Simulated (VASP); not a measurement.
Output of a VASP run:

File OSZICAR:
```
...
DAV:   2    -0.477762047740E+01   -0.12716E+03   -0.11603E+03   860   0.342E+02
DAV:   3    -0.100817073934E+02   -0.53041E+01   -0.52795E+01   896   0.661E+01
DAV:   4    -0.102363091943E+02   -0.15460E+00   -0.15450E+00  1068   0.102E+01
DAV:   5    -0.102378511164E+02   -0.15419E-02   -0.15419E-02   888   0.107E+00    0.606E+00
DAV:   6    -0.910887137629E+01    0.11290E+01   -0.40371E+00   748   0.181E+01    0.392E+00
DAV:   7    -0.905820963970E+01    0.50662E-01   -0.13965E-01   960   0.321E+00    0.242E+00
DAV:   8    -0.903100545892E+01    0.27204E-01   -0.49868E-02   752   0.258E+00    0.199E-01
DAV:   9    -0.903134025573E+01   -0.33480E-03   -0.45098E-03  1044   0.553E-01    0.107E-01
DAV:  10    -0.903147868468E+01   -0.13843E-03   -0.54652E-04   856   0.259E-01    0.550E-02
DAV:  11    -0.903146645635E+01    0.12228E-04   -0.11233E-04   860   0.110E-01    0.130E-02
DAV:  12    -0.903146559470E+01    0.86165E-06   -0.59187E-06   836   0.235E-02
   1 F= -.90314656E+01 E0= -.90314656E+01  d E =-.903147E+01
       N       E                     dE             d eps       ncg     rms          rms(c)
DAV:   1    -0.965163105645E+01   -0.62016E+00   -0.11512E+01   844   0.413E+01    0.581E+00
DAV:   2    -0.913701595898E+01    0.51462E+00   -0.22871E+00   748   0.153E+01    0.168E+00
DAV:   3    -0.907626947114E+01    0.60746E-01   -0.12763E-01  1056   0.422E+00    0.839E-01
DAV:   4    -0.906687046083E+01    0.93990E-02   -0.38572E-02  1192   0.176E+00    0.730E-01
DAV:   5    -0.906820238823E+01   -0.13319E-02   -0.40133E-03  1076   0.602E-01    0.903E-02
DAV:   6    -0.906817055094E+01    0.31837E-04   -0.88022E-04  1120   0.304E-01    0.556E-02
DAV:   7    -0.906821432288E+01   -0.43772E-04   -0.61783E-05  1092   0.674E-02    0.350E-03
DAV:   8    -0.906821422045E+01    0.10243E-06   -0.88620E-07   596   0.111E-02
   2 F= -.90682142E+01 E0= -.90682142E+01  d E =-.367486E-01
       N       E                     dE             d eps       ncg     rms          rms(c)
DAV:   1    -0.928157764809E+01   -0.21336E+00   -0.41176E+00   832   0.248E+01    0.343E+00
DAV:   2    -0.909974989192E+01    0.18183E+00   -0.79000E-01   760   0.904E+00    0.956E-01
DAV:   3    -0.907845094676E+01    0.21299E-01   -0.43287E-02  1088   0.251E+00    0.565E-01
DAV:   4    -0.907517547998E+01    0.32755E-02   -0.12880E-02  1196   0.101E+00    0.476E-01
DAV:   5    -0.907562617899E+01   -0.45070E-03   -0.11010E-03  1084   0.311E-01    0.370E-02
DAV:   6    -0.907564927710E+01   -0.23098E-04   -0.32173E-04  1260   0.170E-01    0.296E-02
DAV:   7    -0.907565648742E+01   -0.72103E-05   -0.13957E-05   868   0.396E-02    0.183E-03
DAV:   8    -0.907565647617E+01    0.11255E-07   -0.36727E-07   520   0.737E-03
   3 F= -.90756565E+01 E0= -.90756565E+01  d E =-.441909E-01
       N       E                     dE             d eps       ncg     rms          rms(c)
DAV:   1    -0.907873678335E+01   -0.30803E-02   -0.60377E-02   828   0.300E+00    0.414E-01
DAV:   2    -0.907608870924E+01    0.26481E-02   -0.11381E-02   768   0.109E+00    0.110E-01
DAV:   3    -0.907577831327E+01    0.31040E-03   -0.60832E-04  1072   0.299E-01    0.799E-02
DAV:   4    -0.907573011059E+01    0.48203E-04   -0.18010E-04  1192   0.118E-01    0.645E-02
DAV:   5    -0.907573627750E+01   -0.61669E-05   -0.14403E-05  1088   0.315E-02    0.862E-03
DAV:   6    -0.907573704078E+01   -0.76328E-06   -0.52061E-06  1156   0.186E-02
   4 F= -.90757370E+01 E0= -.90757370E+01  d E =-.442714E-01
```

File OUTCAR:
```
------------------------ aborting loop because EDIFF is reached ----------------------------------------
  FORCE on cell =-STRESS in cart. coord.  units (eV):
  Direction    XX          YY          ZZ          XY          YZ          ZX
  --------------------------------------------------------------------------------------
  Total        0.0005221      0.0005221      0.0005221     -0.0000000      0.0000000     -0.0000000
  in kB        0.0241891      0.0241891      0.0241891     -0.0000000      0.0000000     -0.0000000
  external PRESSURE =       0.0241891 kB  Pullay stress =       0.0000000 kB
  volume of cell :       34.58
      direct lattice vectors                 reciprocal lattice vectors
     0.000000000  2.585847260  2.585847260    -0.193360222  0.193360222  0.193360222
     2.585847260  0.000000000  2.585847260     0.193360222 -0.193360222  0.193360222
     2.585847260  2.585847260  0.000000000     0.193360222  0.193360222 -0.193360222
  FREE ENERGIE OF THE ION-ELECTRON SYSTEM (eV)
  ---------------------------------------------------
  free  energy   TOTEN  =        -9.0757370408 eV

  energy  without entropy=       -9.0757370408  energy(sigma->0) =       -9.07573704

 reached required accuracy - stopping structural energy minimisation
```
(Selected blocks of OUTCAR.)

POSCAR:
```
KF
1
    0.0000000000     2.6750000000     2.6750000000
    2.6750000000     0.0000000000     2.6750000000
    2.6750000000     2.6750000000     0.0000000000
K F
1 1
Direct
  0.0000000000   0.0000000000   0.0000000000
  0.5000000000   0.5000000000   0.5000000000
```

Problem. Write an INCAR and KPOINTS that could have produced this output.

Solution. This is not unique; one that fits is the input of the run itself, LDA (Ceperley-Alder, Perdew-Zunger), plane waves, VASP's LDA PAW potentials (set 64).

KPOINTS:
```
kpoints
0
Gamma
  8 8 8
```

### INCAR
```
# general
SYSTEM = KF
PREC   = Accurate
ENCUT  = 520   # plane-wave cut-off (eV)
LREAL  = .FALSE.   # projection in real space or not
LASPH  = .TRUE.   # aspherical one-centre terms

# electronic loop
EDIFF  = 1E-6   # SCF stop (eV)
NELM   = 100   # most electronic steps
ALGO   = Normal

# smearing
ISMEAR = 0
SIGMA  = 0.05

# ions
IBRION = 2   # conjugate gradients
NSW    = 60   # most ionic steps
ISIF   = 3
EDIFFG = -0.01   # ionic stop

# output
LWAVE  = .FALSE.
LCHARG = .FALSE.
```

POTCAR, in this order: K_sv F (LDA.64 set). Program: vasp_std.

Energy and stress use the plane-wave basis of the starting cell.

The compound is KF in the rock salt structure. This run relaxes it. Symmetry was kept, so distortions that lower it aren't found.
